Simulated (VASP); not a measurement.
# ZnAu under strain, part 2 of 4

Aim: follow the pressure of ZnAu through compression, expansion and shear. All runs use PBEsol. Left out of this account: 1 further run (fields: a reference on another mesh). The start is a cell from a database of measured crystal structures.

VASP 6.6.1; PBEsol; plane waves and PAW (Zn, Au).

Still holding for the runs below: This run has no spin polarisation. Its electron count is odd, so without a moment it is a metal by construction. Spin-orbit coupling is off here; with elements this heavy it splits and shifts levels by tenths of an eV or more.

So far, pressure (GPa): step 2 (bands, cell as listed) -2.54; step 3 (cell volume +4.0 %) -7.10.

## Step 4: Bands, volume times 1.08

The cell is expanded evenly, with fractional positions held.

INCAR

```
SYSTEM = ZnAu
PREC = Accurate
ENCUT = 400
EDIFF = 1E-06
NELM = 100
ISMEAR = -1
SIGMA = 0.05
LREAL = .FALSE.
ALGO = Normal
GGA = PS
NBANDS = 23
LASPH = .TRUE.
LORBIT = 11
LWAVE = .FALSE.
LCHARG = .FALSE.
KPAR = 2
```

POSCAR

```
ZnAu
1.0
    3.2287765825      0.0000000000      0.0000000000
    0.0000000000      3.2287765825      0.0000000000
    0.0000000000      0.0000000000      3.2287765825
Zn Au
1 1
Direct
    0.5000000000      0.5000000000      0.5000000000
    0.0000000000      0.0000000000      0.0000000000
```

KPOINTS

```
Automatic mesh
0
Gamma
12 12 12
0 0 0
```

KPOINTS_OPT

```
Line mode
16
Line-mode
Reciprocal
  0.00000000   0.00000000   0.00000000 GAMMA
  0.00000000   0.50000000   0.00000000 X

  0.00000000   0.50000000   0.00000000 X
  0.50000000   0.50000000   0.00000000 M

  0.50000000   0.50000000   0.00000000 M
  0.00000000   0.00000000   0.00000000 GAMMA

  0.00000000   0.00000000   0.00000000 GAMMA
  0.50000000   0.50000000   0.50000000 R

  0.50000000   0.50000000   0.50000000 R
  0.00000000   0.50000000   0.00000000 X

  0.50000000   0.50000000   0.00000000 M
  0.50000000   0.50000000   0.50000000 R
```

Potentials, in the order of the species: Zn and Au (PBE family, release 64).

The run is started by

```sh
$ mpirun -np 2 vasp_std
```

Output:

```text
[... set-up lines as in an earlier step ...]
 entering main loop
       N       E                     dE             d eps       ncg     rms          rms(c)
DAV:   1     0.119036330314E+03    0.11904E+03   -0.90637E+03  4134   0.105E+03
DAV:   2    -0.122383343688E+00   -0.11916E+03   -0.11123E+03  4067   0.247E+02
DAV:   3    -0.632588972360E+01   -0.62035E+01   -0.61680E+01  4620   0.573E+01
DAV:   4    -0.637985653153E+01   -0.53967E-01   -0.53958E-01  4417   0.504E+00
DAV:   5    -0.638043464512E+01   -0.57811E-03   -0.57811E-03  4669   0.528E-01    0.713E+00
DAV:   6    -0.588521107970E+01    0.49522E+00   -0.11726E+00  4631   0.112E+01    0.458E+00
DAV:   7    -0.585999552319E+01    0.25216E-01   -0.23948E-02  5414   0.235E+00    0.256E+00
DAV:   8    -0.585002871779E+01    0.99668E-02   -0.88466E-03  4714   0.808E-01    0.167E-01
DAV:   9    -0.585003301895E+01   -0.43012E-05   -0.33051E-04  4979   0.213E-01    0.739E-02
DAV:  10    -0.585003300020E+01    0.18747E-07   -0.33046E-05  4476   0.507E-02    0.164E-02
DAV:  11    -0.585003365272E+01   -0.65251E-06   -0.17259E-06  4059   0.160E-02
   1 F= -.58500337E+01 E0= -.58477261E+01  d E =-.461509E-02
 Start KPOINTS_OPT (optional k-point list driver)
k-point batch [1-84\96]
       N       E                     dE             ncg
DAV:   1     0.109104682041E+05   -0.36364E+05     4030
DAV:   2     0.973983285675E+03   -0.99365E+04     4039
DAV:   3     0.453861964462E+03   -0.52012E+03     4711
DAV:   4     0.448968209665E+03   -0.48938E+01     4508
DAV:   5     0.448908138027E+03   -0.60072E-01     4620
DAV:   6     0.448906909938E+03   -0.12281E-02     4515
DAV:   7     0.448906881283E+03   -0.28654E-04     4626
DAV:   8     0.448906880673E+03   -0.61006E-06     3150
k-point batch [85-96\96]
       N       E                     dE             ncg
DAV:   1     0.476986718776E+05   -0.92252E+04      584
DAV:   2     0.463551187159E+05   -0.13436E+04      559
DAV:   3     0.462900846509E+05   -0.65034E+02      692
DAV:   4     0.462895034400E+05   -0.58121E+00      692
DAV:   5     0.462894960736E+05   -0.73664E-02      671
DAV:   6     0.462894959202E+05   -0.15338E-03      678
DAV:   7     0.462894959165E+05   -0.36850E-05      685
DAV:   8     0.462894959164E+05   -0.79439E-07      486
```

The job ended after 12 s (2 MPI ranks of Intel Xeon Platinum 8488C (Sapphire Rapids), shared host; peak memory 0.36 GiB).

Parts of OUTCAR (step 4):

```text
  LATTYP: Found a simple cubic cell.
 ALAT       =     3.2287765825

The static configuration has the point symmetry O_h .

 Found     84 irreducible k-points:

   ENCUT  =  400.0 eV  29.40 Ry    5.42 a.u.   5.27  5.27  5.27*2*pi/ulx,y,z

   NELECT =      23.0000    total number of electrons

 E-fermi :   6.0184

 k-point     1 :       0.0000    0.0000    0.0000
  band No.  band energies     occupation
    ...
      7       0.8791      2.00000
      8       0.8791      2.00000
      9       2.4065      2.00000
     10       2.4065      2.00000
     11       2.4065      2.00000
     12      10.8431      0.00000
     13      10.8431      0.00000
     14      10.8431      0.00000
     15      13.8816      0.00000
     16      17.5864      0.00000
    ...

 k-point     2 :       0.0833    0.0000    0.0000
  band No.  band energies     occupation
    ...
      7       0.8657      2.00000
      8       0.9119      2.00000
      9       2.3276      2.00000
     10       2.3276      2.00000
     11       2.3991      2.00000
     12       9.8615      0.00000
     13      11.0535      0.00000
     14      11.0535      0.00000
     15      14.5031      0.00000
     16      17.4935      0.00000
    ...

  Total       -2.2212638     -2.2212638     -2.2212638      0.0000000     -0.0000000      0.0000000
  in kB     -105.7296372   -105.7296372   -105.7296372      0.0000000     -0.0000000      0.0000000
  external PRESSURE =    -105.7296372 kB  Pullay stress =       0.0000000 kB

  energy-cutoff  :      400.00
  volume of cell :       33.66
      direct lattice vectors                 reciprocal lattice vectors
     3.228776583  0.000000000  0.000000000     0.309714833  0.000000000  0.000000000
     0.000000000  3.228776583  0.000000000     0.000000000  0.309714833  0.000000000
     0.000000000  0.000000000  3.228776583     0.000000000  0.000000000  0.309714833

 POSITION                                       TOTAL-FORCE (eV/Angst)
 -----------------------------------------------------------------------------------
      1.61439      1.61439      1.61439         0.000000      0.000000      0.000000
      0.00000      0.00000      0.00000         0.000000      0.000000      0.000000
 -----------------------------------------------------------------------------------
    total drift:                                0.000000      0.000000     -0.000000

  FREE ENERGIE OF THE ION-ELECTRON SYSTEM (eV)
  ---------------------------------------------------
  free  energy   TOTEN  =        -5.8500336527 eV

  energy  without entropy=       -5.8454185595  energy(sigma->0) =       -5.84772611

 total charge
# of ion       s       p       d       tot
------------------------------------------
    1        0.514   0.391   9.758  10.663
    2        0.600   0.337   8.693   9.630
--------------------------------------------------
tot          1.114   0.728  18.451  20.293

[... 4 parts as in an earlier step ...]

[... 6 further parts left out ...]
```

Numbers from this step:

| Property | Result |
| --- | --- |
| free energy (TOTEN) | -5.850 eV |
| energy at zero smearing | -5.848 eV |
| Fermi energy | 6.018 eV |
| pressure | -10.57 GPa |

Electronic bands along the path, in eV, zero at the Fermi level; # counts the bands kept:

| point | #8 | #9 | #10 | #11 | #12 | #13 | #14 | #15 |
| --- | --- | --- | --- | --- | --- | --- | --- | --- |
| Γ | -5.14 | -3.61 | -3.61 | -3.61 | 4.82 | 4.82 | 4.82 | 7.86 |
| 0.53 of the way | -4.89 | -4.21 | -4.21 | -3.67 | 0.09 | 6.76 | 6.76 | 9.59 |
| X | -5.23 | -4.62 | -4.62 | -3.73 | -2.37 | 10.24 | 10.50 | 10.50 |
| 0.53 of the way | -4.69 | -4.23 | -3.85 | -3.06 | -2.24 | 4.39 | 4.68 | 10.20 |
| M | -3.94 | -3.94 | -3.07 | -1.73 | -1.73 | 0.54 | 2.03 | 9.93 |
| 0.47 of the way | -4.58 | -4.56 | -4.20 | -3.81 | 1.30 | 1.78 | 8.18 | 8.67 |
| Γ | -5.14 | -3.61 | -3.61 | -3.61 | 4.82 | 4.82 | 4.82 | 7.86 |
| 0.47 of the way | -4.79 | -4.26 | -4.26 | -4.16 | 2.44 | 3.29 | 3.29 | 9.81 |
| R | -5.95 | -3.03 | -3.03 | 1.13 | 3.06 | 3.62 | 3.62 | 3.62 |
| 0.47 of the way | -5.22 | -4.24 | -3.77 | -1.58 | -1.18 | 4.13 | 5.22 | 6.33 |
| X | -5.23 | -4.62 | -4.62 | -3.73 | -2.37 | 10.24 | 10.50 | 10.50 |
| jump to M | -3.94 | -3.94 | -3.07 | -1.73 | -1.73 | 0.54 | 2.03 | 9.93 |
| 0.53 of the way | -5.30 | -3.96 | -3.05 | 0.76 | 0.76 | 0.98 | 1.63 | 6.87 |
| R | -5.95 | -3.03 | -3.03 | 1.13 | 3.06 | 3.62 | 3.62 | 3.62 |

Of the projections kept (Zn, Au), the largest for each band there; the rest of the weight can lie on other orbitals:

| point | #8 | #9 | #10 | #11 | #12 | #13 | #14 | #15 |
| --- | --- | --- | --- | --- | --- | --- | --- | --- |
| Γ | Au 0.81 | Au 0.95 | Au 0.95 | Au 0.95 | Zn 0.58 | Zn 0.58 | Zn 0.58 | Zn 0.54 |
| X | Zn 0.82 | Au 0.97 | Au 0.97 | Au 1.00 | Au 0.96 | Zn 1.00 | Zn 0.76 | Zn 0.76 |
| M | Au 0.87 | Au 0.87 | Au 1.00 | Zn 0.50 | Zn 0.50 | Au 0.88 | Zn 0.54 | Zn 1.00 |
| Γ | Au 0.81 | Au 0.95 | Au 0.95 | Au 0.95 | Zn 0.58 | Zn 0.58 | Zn 0.58 | Zn 0.54 |
| R | Au 0.91 | Au 1.00 | Au 1.00 | Zn 1.00 | Au 1.00 | Au 0.74 | Au 0.74 | Au 0.74 |
| X | Zn 0.82 | Au 0.97 | Au 0.97 | Au 1.00 | Au 0.96 | Zn 1.00 | Zn 0.76 | Zn 0.76 |

 The pressure is -10.57 GPa.

Between step 2 and this run (cell volume +8.0 %) the value for the pressure moves from -2.54 GPa to -10.6 GPa.

## Step 5: Bands, sheared, principal strains -2.4, +0.3, +2.1 %

The cell is sheared at fixed volume, which lowers its symmetry.

INCAR is that of step 4.

POSCAR

```
ZnAu
1.0
    3.0771050000     -0.0076590000      0.0209300000
   -0.0076590000      3.1942290000     -0.0254740000
    0.0209300000     -0.0254740000      3.1712590000
Zn Au
1 1
Direct
    0.5000000000      0.5000000000      0.5000000000
    0.0000000000      0.0000000000      0.0000000000
```

KPOINTS is that of step 4.

KPOINTS_OPT

```
Line mode
16
Line-mode
Reciprocal
  0.00000000  -0.50000000   0.00000000 X
  0.00000000   0.00000000   0.00000000 GAMMA

  0.00000000   0.00000000   0.00000000 GAMMA
  0.50000000   0.00000000   0.00000000 Y

  0.50000000  -0.50000000   0.00000000 L
  0.00000000   0.00000000   0.00000000 GAMMA

  0.00000000   0.00000000   0.00000000 GAMMA
  0.00000000   0.00000000   0.50000000 Z

  0.00000000  -0.50000000   0.50000000 N
  0.00000000   0.00000000   0.00000000 GAMMA

  0.00000000   0.00000000   0.00000000 GAMMA
  0.50000000   0.00000000   0.50000000 M

  0.50000000  -0.50000000   0.50000000 R
  0.00000000   0.00000000   0.00000000 GAMMA
```

The run is started by

```sh
$ mpirun -np 2 vasp_std
```

Output:

```text
[... set-up lines as in an earlier step ...]
 entering main loop
       N       E                     dE             d eps       ncg     rms          rms(c)
DAV:   1     0.117106915411E+03    0.11711E+03   -0.91325E+03 43388   0.108E+03
DAV:   2    -0.629301393056E+00   -0.11774E+03   -0.11007E+03 42357   0.247E+02
DAV:   3    -0.646654610282E+01   -0.58372E+01   -0.58030E+01 47698   0.557E+01
DAV:   4    -0.651594706492E+01   -0.49401E-01   -0.49393E-01 45759   0.486E+00
DAV:   5    -0.651647986232E+01   -0.53280E-03   -0.53279E-03 48531   0.512E-01    0.875E+00
DAV:   6    -0.598621832475E+01    0.53026E+00   -0.11548E+00 47873   0.112E+01    0.538E+00
DAV:   7    -0.595698617326E+01    0.29232E-01   -0.28467E-02 56462   0.272E+00    0.289E+00
DAV:   8    -0.594697321813E+01    0.10013E-01   -0.79366E-03 46825   0.746E-01    0.141E-01
DAV:   9    -0.594696414950E+01    0.90686E-05   -0.28410E-04 53397   0.256E-01    0.650E-02
DAV:  10    -0.594696776366E+01   -0.36142E-05   -0.35359E-05 47012   0.463E-02    0.183E-02
DAV:  11    -0.594696831219E+01   -0.54853E-06   -0.12337E-06 41043   0.101E-02
   1 F= -.59469683E+01 E0= -.59445943E+01  d E =-.474804E-02
 Start KPOINTS_OPT (optional k-point list driver)
k-point batch [1-112\112]
       N       E                     dE             ncg
DAV:   1     0.382902853461E+05   -0.29130E+05     5519
DAV:   2     0.250439130114E+05   -0.13246E+05     5397
DAV:   3     0.243733102754E+05   -0.67060E+03     6237
DAV:   4     0.243671347092E+05   -0.61756E+01     5887
DAV:   5     0.243670606240E+05   -0.74085E-01     6153
DAV:   6     0.243670591368E+05   -0.14872E-02     5860
DAV:   7     0.243670591027E+05   -0.34152E-04     6162
DAV:   8     0.243670591019E+05   -0.74499E-06     4011
```

Elapsed: 75 s, on 2 MPI ranks; peak memory 1.3 GiB.

OUTCAR, selected parts (step 5):

```text
   k-points           NKPTS =    868   k-points in BZ     NKDIM =    868   number of bands    NBANDS=     23

   ENCUT  =  400.0 eV  29.40 Ry    5.42 a.u.   5.02  5.21  5.17*2*pi/ulx,y,z

   NELECT =      23.0000    total number of electrons

 E-fermi :   6.9355

 k-point     1 :       0.0000    0.0000    0.0000
  band No.  band energies     occupation
    ...
      7       1.4227      2.00000
      8       1.5654      2.00000
      9       3.1404      2.00000
     10       3.2072      2.00000
     11       3.2227      2.00000
     12      11.4196      0.00000
     13      11.6484      0.00000
     14      12.5586      0.00000
     15      15.6473      0.00000
     16      18.8278      0.00000
    ...

  Total       -0.3709411     -0.5282936     -0.5331767      0.0426513      0.1830063     -0.1184843
  in kB      -19.0688857    -27.1578653    -27.4088899      2.1925645      9.4077609     -6.0908944
  external PRESSURE =     -24.5452136 kB  Pullay stress =       0.0000000 kB

 POSITION                                       TOTAL-FORCE (eV/Angst)
 -----------------------------------------------------------------------------------
      1.54519      1.58055      1.58336        -0.000000     -0.000000      0.000000
      0.00000      0.00000      0.00000         0.000000      0.000000      0.000000
 -----------------------------------------------------------------------------------
    total drift:                               -0.000000      0.000000      0.000000

  FREE ENERGIE OF THE ION-ELECTRON SYSTEM (eV)
  ---------------------------------------------------
  free  energy   TOTEN  =        -5.9469683122 eV

  energy  without entropy=       -5.9422202747  energy(sigma->0) =       -5.94459429

[... 15 further parts left out ...]
```

The path and its labels are those of the sheared lattice, so a letter need not mean the same point as in the unstrained cell.

Numbers from this step:

| Property | Result |
| --- | --- |
| irreducible k-points | 868 |
| symmetry operations | 2 |
| free energy (TOTEN) | -5.947 eV |
| energy at zero smearing | -5.945 eV |
| Fermi energy | 6.936 eV |
| pressure | -2.455 GPa |

Electronic bands along the path, in eV, zero at the Fermi level; # counts the bands kept:

| point | #8 | #9 | #10 | #11 | #12 | #13 | #14 | #15 |
| --- | --- | --- | --- | --- | --- | --- | --- | --- |
| X | -5.62 | -4.97 | -4.78 | -3.87 | -2.59 | 10.25 | 10.80 | 10.84 |
| 0.47 of the way | -5.21 | -4.49 | -4.34 | -3.80 | -0.15 | 6.80 | 7.65 | 10.44 |
| Γ | -5.37 | -3.80 | -3.73 | -3.71 | 4.48 | 4.71 | 5.62 | 8.71 |
| 0.47 of the way | -5.20 | -4.39 | -4.35 | -3.87 | 1.26 | 6.25 | 6.45 | 9.83 |
| Y | -5.28 | -5.07 | -4.99 | -3.97 | -2.09 | 10.24 | 10.82 | 10.95 |
| jump to L | -4.16 | -4.07 | -3.13 | -2.04 | -1.95 | 0.90 | 2.53 | 10.15 |
| 0.47 of the way | -4.89 | -4.84 | -4.47 | -3.97 | 1.29 | 2.29 | 8.35 | 9.15 |
| Γ | -5.37 | -3.80 | -3.73 | -3.71 | 4.48 | 4.71 | 5.62 | 8.71 |
| 0.47 of the way | -5.22 | -4.40 | -4.23 | -3.79 | 0.64 | 6.17 | 7.23 | 10.18 |
| Z | -5.55 | -5.02 | -4.79 | -3.88 | -2.50 | 10.13 | 10.66 | 10.74 |
| jump to N | -4.05 | -4.02 | -3.26 | -2.26 | -2.08 | 0.52 | 2.32 | 10.83 |
| 0.53 of the way | -5.01 | -4.90 | -4.31 | -3.87 | 1.70 | 2.20 | 8.40 | 9.83 |
| Γ | -5.37 | -3.80 | -3.73 | -3.71 | 4.48 | 4.71 | 5.62 | 8.71 |
| 0.53 of the way | -4.87 | -4.83 | -4.49 | -3.98 | 1.40 | 2.42 | 8.16 | 9.07 |
| M | -4.17 | -4.09 | -3.10 | -2.04 | -1.87 | 0.97 | 2.60 | 10.00 |
| jump to R | -6.40 | -3.19 | -3.03 | 1.34 | 3.52 | 3.55 | 3.72 | 3.86 |
| 0.47 of the way | -5.15 | -4.45 | -4.43 | -4.00 | 2.70 | 3.30 | 3.55 | 8.86 |
| Γ | -5.37 | -3.80 | -3.73 | -3.71 | 4.48 | 4.71 | 5.62 | 8.71 |

Of the projections kept (Zn, Au), the largest for each band there; the rest of the weight can lie on other orbitals:

| point | #8 | #9 | #10 | #11 | #12 | #13 | #14 | #15 |
| --- | --- | --- | --- | --- | --- | --- | --- | --- |
| X | Zn 0.83 | Au 0.96 | Au 0.97 | Au 1.00 | Au 0.96 | Zn 0.75 | Au 0.63 | Zn 0.74 |
| Γ | Au 0.74 | Au 0.93 | Au 0.94 | Au 0.94 | Zn 0.57 | Zn 0.58 | Zn 0.59 | Zn 0.54 |
| Y | Zn 0.81 | Au 0.96 | Au 0.97 | Au 1.00 | Au 0.96 | Zn 0.96 | Au 0.66 | Au 0.61 |
| L | Au 0.83 | Au 0.84 | Au 1.00 | Zn 0.52 | Au 0.51 | Au 0.86 | Zn 0.54 | Zn 0.99 |
| Γ | Au 0.74 | Au 0.93 | Au 0.94 | Au 0.94 | Zn 0.57 | Zn 0.58 | Zn 0.59 | Zn 0.54 |
| Z | Zn 0.83 | Au 0.96 | Au 0.97 | Au 1.00 | Au 0.96 | Zn 0.71 | Au 0.62 | Zn 0.73 |

 The pressure is -2.45 GPa, and the symmetry operations fall from 48 to 2.

(Continued in part 3 of 4.)

[Lines on the potential files, build, host, timing and source positions are cut from VASP's logs without a mark.]

[Logs are printed without paths, hosts, clocks, repeated set-up lines and the standing remarks that a program may print on its own settings, such as how far it seeks lower states.]

[Hosts, paths, dates, database ids (printed as entryN), source tags and the programs' standing remarks are cut or masked in the printed files.]

[A measured line is paired with the nearest computed mode of its activity, which favours agreement.]
